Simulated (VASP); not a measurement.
Consider the following.

```yaml
crystal:
  lattice:
    - [0.00000, 3.11719, 3.11719]
    - [3.11719, 0.00000, 3.11719]
    - [3.11719, 3.11719, 0.00000]
  atoms:
    - { symbol: Sn, position: [0.00000, 0.00000, 0.00000] }
    - { symbol: Te, position: [0.50000, 0.50000, 0.50000] }
```

These are LDA (Ceperley-Alder, Perdew-Zunger), VASP's LDA PAW potentials (set 64) (plane waves; VASP 6.6.1) values and carry that method's errors. Numerical set-up: 520 eV cut-off, 8×8×8 Γ-centred mesh, tetrahedra with Blöchl corrections, potentials Sn_d Te.

Question: What does the run give for the energy per atom (σ→0)?

Answer: 
- energy per atom (σ→0): -4.415 eV/atom

Total energies compare only between runs with the same potentials, cut-off and functional.

The compound is SnTe in the rock salt structure, which distorts at low temperature. It was relaxed first.
